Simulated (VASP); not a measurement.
# WC (Qusongite) with PBEsol: from relaxation to properties, part 4 of 5

Aim: relax WC (Qusongite), then compute properties on the relaxed cell. Left out of this account: 1 further run (relaxation: it shows nothing beyond the runs told). The start is a cell from a database of measured crystal structures.

VASP 6.6.1; PBEsol; plane waves and PAW (W, C).

Still holding for the runs below: The k-mesh is coarse for a metal.

So far. Step 5 (Density of states (PBEsol)): The finer mesh and the other smearing move the Fermi level by -0.07 eV from the 9×9×8 run, one measure of the sampling error in the zero of the bands above. Of the states within 0.3 eV of the Fermi level, the largest shares in the PAW spheres are W d 66 %, W p 12 % and C p 10 %. The rest lies in smaller channels or between the spheres. Step 6 (Zone-centre phonons (PBEsol)): The three acoustic modes come out at zero, and all others are real.

## (7) Volume scan with PBEsol, volume scale 0.94

An equation of state needs energies on both sides of the minimum, all on one mesh and cutoff.

INCAR

```
SYSTEM = WC
PREC = Accurate
ENCUT = 520
EDIFF = 1E-06
NELM = 100
ISMEAR = 0
SIGMA = 0.05
LREAL = .FALSE.
ALGO = Normal
GGA = PS
NBANDS = 11
LORBIT = 11
LWAVE = .FALSE.
LCHARG = .FALSE.
KPAR = 2
ISIF = 2
```

POSCAR

```
WC
1.0
    2.8381162319      0.0000000000      0.0000000000
   -1.4190581160      2.4578807557      0.0000000000
    0.0000000000      0.0000000000      2.7701322524
W C
1 1
Direct
    0.0000000000      0.0000000000      0.0000000000
    0.6666666667      0.3333333333      0.5000000000
```

KPOINTS

```
Automatic mesh
0
Gamma
9 9 8
0 0 0
```

The projector-augmented-wave data sets are W and C (PBE family, release 64).

Run with:

```
> mpirun -np 2 vasp_std
```

The log of the run:

```text
[... set-up lines as in an earlier step ...]
 entering main loop
       N       E                     dE             d eps       ncg     rms          rms(c)
DAV:   1     0.236174505846E+02    0.23617E+02   -0.51312E+03  1328   0.830E+02
DAV:   2    -0.248880458018E+02   -0.48505E+02   -0.46035E+02  1531   0.205E+02
DAV:   3    -0.268243583200E+02   -0.19363E+01   -0.19159E+01  1672   0.340E+01
DAV:   4    -0.268356132857E+02   -0.11255E-01   -0.11230E-01  1463   0.299E+00
DAV:   5    -0.268356562915E+02   -0.43006E-04   -0.43006E-04  1597   0.187E-01    0.394E+01
DAV:   6    -0.239934326694E+02    0.28422E+01   -0.11630E+01  1571   0.214E+01    0.141E+01
DAV:   7    -0.239167957598E+02    0.76637E-01   -0.52928E-01  1347   0.595E+00    0.929E+00
DAV:   8    -0.238768886611E+02    0.39907E-01   -0.72046E-02  1442   0.195E+00    0.185E+00
DAV:   9    -0.238721448529E+02    0.47438E-02   -0.13832E-02  1434   0.760E-01    0.192E-01
DAV:  10    -0.238721029154E+02    0.41937E-04   -0.66611E-04  1544   0.209E-01    0.102E-01
DAV:  11    -0.238721000104E+02    0.29050E-05   -0.49106E-05  1650   0.516E-02    0.110E-02
DAV:  12    -0.238720981846E+02    0.18258E-05   -0.28998E-06   997   0.120E-02    0.894E-03
DAV:  13    -0.238720982570E+02   -0.72420E-07   -0.35585E-07   723   0.532E-03
   1 F= -.23872098E+02 E0= -.23871806E+02  d E =-.584971E-03
```

Run time: 6.4 s. Hardware: 2 MPI ranks of Intel Xeon Platinum 8488C (Sapphire Rapids), shared host; peak memory 0.28 GiB.

OUTCAR, selected parts (step 7):

```text
   ENCUT  =  520.0 eV  38.22 Ry    6.18 a.u.   5.28  5.28  5.15*2*pi/ulx,y,z

   NELECT =      10.0000    total number of electrons

 E-fermi :   9.0551

 k-point     1 :       0.0000    0.0000    0.0000
  band No.  band energies     occupation
      1      -5.9589      2.00000
      2       4.2725      2.00000
      3       5.3928      2.00000
      4       5.3928      2.00000
      5       9.2054      0.00002
      6      12.5784      0.00000
      7      12.5784      0.00000
      8      15.1317      0.00000
      9      15.1317      0.00000
    ...

  Total        3.4670700      3.4670700      3.9729087     -0.0000000     -0.0000000     -0.0000000
  in kB      287.4628309    287.4628309    329.4030986     -0.0000000     -0.0000000     -0.0000000
  external PRESSURE =     301.4429201 kB  Pullay stress =       0.0000000 kB

 POSITION                                       TOTAL-FORCE (eV/Angst)
 -----------------------------------------------------------------------------------
      0.00000      0.00000      0.00000        -0.000000      0.000000      0.000000
      1.41906      0.81929      1.38507         0.000000     -0.000000      0.000000
 -----------------------------------------------------------------------------------
    total drift:                               -0.000000      0.000000      0.000000

  FREE ENERGIE OF THE ION-ELECTRON SYSTEM (eV)
  ---------------------------------------------------
  free  energy   TOTEN  =       -23.8720982570 eV

  energy  without entropy=      -23.8715132855  energy(sigma->0) =      -23.87180577

[... 4 parts as in an earlier step ...]

[... 12 further parts left out ...]
```

The scan keeps the cell's shape and the fractional positions fixed.

This step gave:

| Quantity | Value |
| --- | --- |
| SCF cycles | 13 |
| irreducible k-points | 60 |
| free energy (TOTEN) | -23.87 eV |
| energy at zero smearing | -23.87 eV |
| Fermi energy | 9.055 eV |
| pressure | 30.14 GPa |

The pressure here is 30.14 GPa.

## (8) Volume scan with PBEsol, volume scale 0.96

INCAR is that of step 7.

POSCAR

```
WC
1.0
    2.8581036245      0.0000000000      0.0000000000
   -1.4290518123      2.4751903454      0.0000000000
    0.0000000000      0.0000000000      2.7896408688
W C
1 1
Direct
    0.0000000000      0.0000000000      0.0000000000
    0.6666666667      0.3333333333      0.5000000000
```

KPOINTS is that of step 7.

Run with:

```
> mpirun -np 2 vasp_std
```

The log of the run:

```text
[... set-up lines as in an earlier step ...]
 entering main loop
       N       E                     dE             d eps       ncg     rms          rms(c)
DAV:   1     0.228109373738E+02    0.22811E+02   -0.50629E+03  1320   0.822E+02
DAV:   2    -0.251483998586E+02   -0.47959E+02   -0.46031E+02  1529   0.201E+02
DAV:   3    -0.268900490143E+02   -0.17416E+01   -0.17212E+01  1662   0.325E+01
DAV:   4    -0.268999889098E+02   -0.99399E-02   -0.99380E-02  1444   0.281E+00
DAV:   5    -0.269000288056E+02   -0.39896E-04   -0.39895E-04  1591   0.174E-01    0.379E+01
DAV:   6    -0.240576553490E+02    0.28424E+01   -0.11918E+01  1577   0.214E+01    0.133E+01
DAV:   7    -0.239803793236E+02    0.77276E-01   -0.55600E-01  1341   0.603E+00    0.904E+00
DAV:   8    -0.239407033389E+02    0.39676E-01   -0.84536E-02  1448   0.211E+00    0.193E+00
DAV:   9    -0.239351409263E+02    0.55624E-02   -0.16196E-02  1410   0.813E-01    0.175E-01
DAV:  10    -0.239350869100E+02    0.54016E-04   -0.78340E-04  1533   0.232E-01    0.148E-01
DAV:  11    -0.239350814030E+02    0.55070E-05   -0.45524E-05  1518   0.514E-02    0.756E-03
DAV:  12    -0.239350795226E+02    0.18804E-05   -0.24073E-06   915   0.105E-02    0.947E-03
DAV:  13    -0.239350796172E+02   -0.94659E-07   -0.27712E-07   723   0.506E-03
   1 F= -.23935080E+02 E0= -.23934813E+02  d E =-.533372E-03
```

It took 6.4 s on 2 MPI ranks; peak memory 0.27 GiB; 11 s of CPU time.

OUTCAR, selected parts (step 8):

```text
   ENCUT  =  520.0 eV  38.22 Ry    6.18 a.u.   5.31  5.31  5.19*2*pi/ulx,y,z

   NELECT =      10.0000    total number of electrons

 E-fermi :   8.8014

 k-point     1 :       0.0000    0.0000    0.0000
  band No.  band energies     occupation
      1      -6.0512      2.00000
      2       4.1438      2.00000
      3       5.2286      2.00000
      4       5.2286      2.00000
      5       8.9377      0.00012
      6      12.2094      0.00000
      7      12.2094      0.00000
      8      14.7449      0.00000
      9      14.7449      0.00000
    ...

  Total        2.2355374      2.2355374      2.5482405     -0.0000000     -0.0000000      0.0000000
  in kB      181.4920717    181.4920717    206.8788661     -0.0000000     -0.0000000      0.0000000
  external PRESSURE =     189.9543365 kB  Pullay stress =       0.0000000 kB

 POSITION                                       TOTAL-FORCE (eV/Angst)
 -----------------------------------------------------------------------------------
      0.00000      0.00000      0.00000        -0.000000     -0.000000      0.000000
      1.42905      0.82506      1.39482         0.000000      0.000000      0.000000
 -----------------------------------------------------------------------------------
    total drift:                               -0.000000      0.000000      0.000000

  FREE ENERGIE OF THE ION-ELECTRON SYSTEM (eV)
  ---------------------------------------------------
  free  energy   TOTEN  =       -23.9350796172 eV

  energy  without entropy=      -23.9345462452  energy(sigma->0) =      -23.93481293

[... 3 parts as in an earlier step ...]

[... 13 further parts left out ...]
```

Numbers from this step:

* free energy (TOTEN): -23.94 eV
* energy at zero smearing: -23.93 eV
* Fermi energy: 8.801 eV
* pressure: 19.00 GPa

The pressure falls from 30.14 to 19.00 GPa.

The run ends at a pressure of 19.00 GPa.

## (9) Volume scan with PBEsol, volume scale 0.98

INCAR is that of step 8.

POSCAR

```
WC
1.0
    2.8778153068      0.0000000000      0.0000000000
   -1.4389076535      2.4922611631      0.0000000000
    0.0000000000      0.0000000000      2.8088803793
W C
1 1
Direct
    0.0000000000      0.0000000000      0.0000000000
    0.6666666667      0.3333333333      0.5000000000
```

KPOINTS is that of step 8.

Run with:

```
> mpirun -np 2 vasp_std
```

The log of the run:

```text
[... set-up lines as in an earlier step ...]
 entering main loop
       N       E                     dE             d eps       ncg     rms          rms(c)
DAV:   1     0.208740859588E+02    0.20874E+02   -0.50423E+03  1320   0.823E+02
DAV:   2    -0.252046846406E+02   -0.46079E+02   -0.43896E+02  1534   0.201E+02
DAV:   3    -0.269303590869E+02   -0.17257E+01   -0.17104E+01  1629   0.324E+01
DAV:   4    -0.269398141616E+02   -0.94551E-02   -0.94533E-02  1455   0.290E+00
[...]
DAV:  11    -0.239709596531E+02    0.53620E-05   -0.58418E-05  1558   0.555E-02    0.824E-03
DAV:  12    -0.239709573008E+02    0.23524E-05   -0.35472E-06  1077   0.127E-02    0.105E-02
DAV:  13    -0.239709573958E+02   -0.95032E-07   -0.28662E-07   729   0.550E-03
   1 F= -.23970957E+02 E0= -.23970664E+02  d E =-.587231E-03
```

It took 6.8 s on 2 MPI ranks; peak memory 0.28 GiB; 12 s of CPU time.

Parts of OUTCAR (step 9):

```text
  Total        1.0837965      1.0837965      1.2312794     -0.0000000      0.0000000      0.0000000
  in kB       86.1923297     86.1923297     97.9213743     -0.0000000      0.0000000      0.0000000
  external PRESSURE =      90.1020112 kB  Pullay stress =       0.0000000 kB

 POSITION                                       TOTAL-FORCE (eV/Angst)
 -----------------------------------------------------------------------------------
      0.00000      0.00000      0.00000        -0.000000      0.000000      0.000000
      1.43891      0.83075      1.40444         0.000000      0.000000      0.000000
 -----------------------------------------------------------------------------------
    total drift:                               -0.000000      0.000000      0.000000

  FREE ENERGIE OF THE ION-ELECTRON SYSTEM (eV)
  ---------------------------------------------------
  free  energy   TOTEN  =       -23.9709573958 eV

  energy  without entropy=      -23.9703701644  energy(sigma->0) =      -23.97066378

[... 1 part as in an earlier step ...]

[... 2 further parts left out ...]
[key lines of the parts left out:]
E-fermi :   8.5502
```

The pressure falls from 19.00 to 9.01 GPa.

The run ends at a pressure of 9.01 GPa.

## (10) Volume scan with PBEsol, volume scale 1

INCAR is that of step 9.

POSCAR

```
WC
1.0
    2.8972605947      0.0000000000      0.0000000000
   -1.4486302974      2.5091012764      0.0000000000
    0.0000000000      0.0000000000      2.8278598765
W C
1 1
Direct
    0.0000000000      0.0000000000      0.0000000000
    0.6666666667      0.3333333333      0.5000000000
```

KPOINTS is that of step 9.

Run with:

```
> mpirun -np 2 vasp_std
```

The log of the run:

```text
[... set-up lines as in an earlier step ...]
 entering main loop
       N       E                     dE             d eps       ncg     rms          rms(c)
DAV:   1     0.223908053681E+02    0.22391E+02   -0.51154E+03  1320   0.828E+02
DAV:   2    -0.250553699015E+02   -0.47446E+02   -0.45212E+02  1525   0.198E+02
DAV:   3    -0.269454803844E+02   -0.18901E+01   -0.18744E+01  1640   0.339E+01
DAV:   4    -0.269575304711E+02   -0.12050E-01   -0.12048E-01  1444   0.314E+00
[...]
DAV:  11    -0.239825625093E+02    0.60371E-05   -0.76608E-05  1662   0.595E-02    0.786E-03
DAV:  12    -0.239825597851E+02    0.27241E-05   -0.45085E-06  1376   0.149E-02    0.124E-02
DAV:  13    -0.239825598617E+02   -0.76603E-07   -0.22776E-07   720   0.487E-03
   1 F= -.23982560E+02 E0= -.23982310E+02  d E =-.499799E-03
```

Elapsed: 6.6 s, on 2 MPI ranks; peak memory 0.28 GiB; 11 s of CPU time.

OUTCAR, selected parts (step 10):

```text
  Total        0.0058971      0.0058971      0.0069441     -0.0000000     -0.0000000     -0.0000000
  in kB        0.4596060      0.4596060      0.5412057     -0.0000000     -0.0000000     -0.0000000
  external PRESSURE =       0.4868059 kB  Pullay stress =       0.0000000 kB

  FREE ENERGIE OF THE ION-ELECTRON SYSTEM (eV)
  ---------------------------------------------------
  free  energy   TOTEN  =       -23.9825598617 eV

  energy  without entropy=      -23.9820600626  energy(sigma->0) =      -23.98230996

[... 3 parts as in an earlier step ...]

[... 1 further part left out ...]
[key lines of the parts left out:]
E-fermi :   8.2996
```

The pressure falls from 9.01 to 0.05 GPa.

The run ends at a pressure of 0.05 GPa.

## (11) Volume scan with PBEsol, volume scale 1.02

INCAR is that of step 10.

POSCAR

```
WC
1.0
    2.9164483101      0.0000000000      0.0000000000
   -1.4582241551      2.5257183254      0.0000000000
    0.0000000000      0.0000000000      2.8465879711
W C
1 1
Direct
    0.0000000000      0.0000000000      0.0000000000
    0.6666666667      0.3333333333      0.5000000000
```

KPOINTS is that of step 10.

Run with:

```
> mpirun -np 2 vasp_std
```

The log of the run:

```text
[... set-up lines as in an earlier step ...]
 entering main loop
       N       E                     dE             d eps       ncg     rms          rms(c)
DAV:   1     0.225771050007E+02    0.22577E+02   -0.48916E+03  1320   0.812E+02
DAV:   2    -0.249896304826E+02   -0.47567E+02   -0.45542E+02  1514   0.201E+02
DAV:   3    -0.269427516300E+02   -0.19531E+01   -0.19315E+01  1648   0.340E+01
DAV:   4    -0.269553722404E+02   -0.12621E-01   -0.12617E-01  1430   0.320E+00
[...]
DAV:  11    -0.239723402316E+02    0.94123E-05   -0.76691E-05  1606   0.592E-02    0.843E-03
DAV:  12    -0.239723377344E+02    0.24972E-05   -0.35682E-06  1353   0.137E-02    0.155E-02
DAV:  13    -0.239723378181E+02   -0.83700E-07   -0.20535E-07   708   0.487E-03
   1 F= -.23972338E+02 E0= -.23972166E+02  d E =-.344009E-03
```

It took 7.2 s on 2 MPI ranks; peak memory 0.27 GiB; 12 s of CPU time.

Parts of OUTCAR (step 11):

```text
  Total       -1.0004374     -1.0004374     -1.1503448      0.0000000     -0.0000000     -0.0000000
  in kB      -76.4428201    -76.4428201    -87.8971561      0.0000000     -0.0000000     -0.0000000
  external PRESSURE =     -80.2609321 kB  Pullay stress =       0.0000000 kB

 POSITION                                       TOTAL-FORCE (eV/Angst)
 -----------------------------------------------------------------------------------
      0.00000      0.00000      0.00000         0.000000      0.000000      0.000000
      1.45822      0.84191      1.42329        -0.000000      0.000000      0.000000
 -----------------------------------------------------------------------------------
    total drift:                               -0.000000      0.000000      0.000000

  FREE ENERGIE OF THE ION-ELECTRON SYSTEM (eV)
  ---------------------------------------------------
  free  energy   TOTEN  =       -23.9723378181 eV

  energy  without entropy=      -23.9719938096  energy(sigma->0) =      -23.97216581

[... 1 part as in an earlier step ...]

[... 2 further parts left out ...]
[key lines of the parts left out:]
E-fermi :   8.0513
```

The pressure falls from 0.05 to -8.03 GPa.

The run ends at a pressure of -8.03 GPa.

## (12) Volume scan with PBEsol, volume scale 1.04

INCAR is that of step 11.

POSCAR

```
WC
1.0
    2.9353868168      0.0000000000      0.0000000000
   -1.4676934085      2.5421195533      0.0000000000
    0.0000000000      0.0000000000      2.8650728266
W C
1 1
Direct
    0.0000000000      0.0000000000      0.0000000000
    0.6666666667      0.3333333333      0.5000000000
```

KPOINTS is that of step 11.

Run with:

```
> mpirun -np 2 vasp_std
```

The log of the run:

```text
[... set-up lines as in an earlier step ...]
 entering main loop
       N       E                     dE             d eps       ncg     rms          rms(c)
DAV:   1     0.209354984739E+02    0.20935E+02   -0.50139E+03  1320   0.820E+02
DAV:   2    -0.250764247764E+02   -0.46012E+02   -0.43931E+02  1554   0.197E+02
DAV:   3    -0.269235554791E+02   -0.18471E+01   -0.18283E+01  1629   0.330E+01
DAV:   4    -0.269353121666E+02   -0.11757E-01   -0.11754E-01  1447   0.314E+00
[...]
DAV:  11    -0.239424310284E+02    0.11634E-04   -0.63178E-05  1525   0.543E-02    0.187E-02
DAV:  12    -0.239424288962E+02    0.21322E-05   -0.24205E-06  1129   0.113E-02    0.177E-02
DAV:  13    -0.239424289508E+02   -0.54541E-07   -0.33593E-07   705   0.556E-03
   1 F= -.23942429E+02 E0= -.23942286E+02  d E =-.285853E-03
```

Elapsed: 5.4 s, on 2 MPI ranks; peak memory 0.28 GiB.

Parts of OUTCAR (step 12):

```text
  Total       -1.9386546     -1.9386546     -2.2469448      0.0000000      0.0000000      0.0000000
  in kB     -145.2827516   -145.2827516   -168.3860115      0.0000000      0.0000000      0.0000000
  external PRESSURE =    -152.9838382 kB  Pullay stress =       0.0000000 kB

 POSITION                                       TOTAL-FORCE (eV/Angst)
 -----------------------------------------------------------------------------------
      0.00000      0.00000      0.00000         0.000000      0.000000      0.000000
      1.46769      0.84737      1.43254        -0.000000     -0.000000      0.000000
 -----------------------------------------------------------------------------------
    total drift:                               -0.000000      0.000000      0.000000

  FREE ENERGIE OF THE ION-ELECTRON SYSTEM (eV)
  ---------------------------------------------------
  free  energy   TOTEN  =       -23.9424289508 eV

  energy  without entropy=      -23.9421430978  energy(sigma->0) =      -23.94228602

[... 1 part as in an earlier step ...]

[... 2 further parts left out ...]
[key lines of the parts left out:]
E-fermi :   7.8065
```

The pressure falls from -8.03 to -15.30 GPa.

The run ends at a pressure of -15.30 GPa.

## (13) Volume scan with PBEsol, volume scale 1.06

A prediction first. A parabola through the 6 pressures of evenly scaled cells so far, P = 0.01 -427.1 t +957 t² GPa with t = ln(V/V₁) and V₁ the volume at scale 1, gives -21.62 GPa at t = +0.0583.

INCAR is that of step 12.

POSCAR

```
WC
1.0
    2.9540840523      0.0000000000      0.0000000000
   -1.4770420262      2.5583118342      0.0000000000
    0.0000000000      0.0000000000      2.8833221901
W C
1 1
Direct
    0.0000000000      0.0000000000      0.0000000000
    0.6666666667      0.3333333333      0.5000000000
```

KPOINTS is that of step 12.

Run with:

```
> mpirun -np 2 vasp_std
```

The log of the run:

```text
[... set-up lines as in an earlier step ...]
 entering main loop
       N       E                     dE             d eps       ncg     rms          rms(c)
DAV:   1     0.228453959037E+02    0.22845E+02   -0.50805E+03  1320   0.825E+02
DAV:   2    -0.247706707229E+02   -0.47616E+02   -0.45050E+02  1500   0.196E+02
DAV:   3    -0.268857787734E+02   -0.21151E+01   -0.20898E+01  1654   0.350E+01
DAV:   4    -0.268991418980E+02   -0.13363E-01   -0.13361E-01  1422   0.331E+00
[...]
DAV:  11    -0.238948319679E+02    0.11480E-04   -0.51280E-05  1528   0.489E-02    0.255E-02
DAV:  12    -0.238948303063E+02    0.16616E-05   -0.18823E-06   978   0.988E-03    0.195E-02
DAV:  13    -0.238948302764E+02    0.29859E-07   -0.53959E-07   717   0.647E-03
   1 F= -.23894830E+02 E0= -.23894665E+02  d E =-.330520E-03
```

Wall time 6.6 s (2 MPI ranks); peak memory 0.28 GiB; 11 s of CPU time.

OUTCAR, selected parts (step 13):

```text
  Total       -2.8147246     -2.8147246     -3.2755645      0.0000000      0.0000000     -0.0000000
  in kB     -206.9555069   -206.9555069   -240.8392358      0.0000000      0.0000000     -0.0000000
  external PRESSURE =    -218.2500832 kB  Pullay stress =       0.0000000 kB

 POSITION                                       TOTAL-FORCE (eV/Angst)
 -----------------------------------------------------------------------------------
      0.00000      0.00000      0.00000         0.000000      0.000000      0.000000
      1.47704      0.85277      1.44166         0.000000     -0.000000      0.000000
 -----------------------------------------------------------------------------------
    total drift:                               -0.000000      0.000000      0.000000

  FREE ENERGIE OF THE ION-ELECTRON SYSTEM (eV)
  ---------------------------------------------------
  free  energy   TOTEN  =       -23.8948302764 eV

  energy  without entropy=      -23.8944997563  energy(sigma->0) =      -23.89466502

[... 1 part as in an earlier step ...]

[... 2 further parts left out ...]
[key lines of the parts left out:]
E-fermi :   7.5733
```

The pressure falls from -15.30 to -21.83 GPa. The parabola predicted -21.62 GPa, +0.20 GPa off.

## (14) Side by side

Times are for 2 MPI ranks of Intel Xeon Platinum 8488C (Sapphire Rapids), shared host. Results by setting:

```csv
no.,volume scale,energy above the lowest point (meV/atom),pressure (GPa),time,memory (GiB)
1,0.94,55.25,30.14,6.4 s,0.28
2,0.96,23.75,19.00,6.4 s,0.27
3,0.98,5.82,9.010,6.8 s,0.28
4,1,0,0.04868,6.6 s,0.28
5,1.02,5.07,-8.026,7.2 s,0.27
6,1.04,20.01,-15.30,5.4 s,0.28
7,1.06,43.82,-21.83,6.6 s,0.28
```

[end of part 4 of 5]

[Lines on the potential files, build, host, timing and source positions are cut from VASP's logs without a mark.]

[Logs are printed without paths, hosts, clocks, repeated set-up lines and the standing remarks that a program may print on its own settings, such as how far it seeks lower states.]

[Hosts, paths, dates, database ids (printed as entryN), source tags and the programs' standing remarks are cut or masked in the printed files.]

[A measured line is paired with the nearest computed mode of its activity, which favours agreement.]
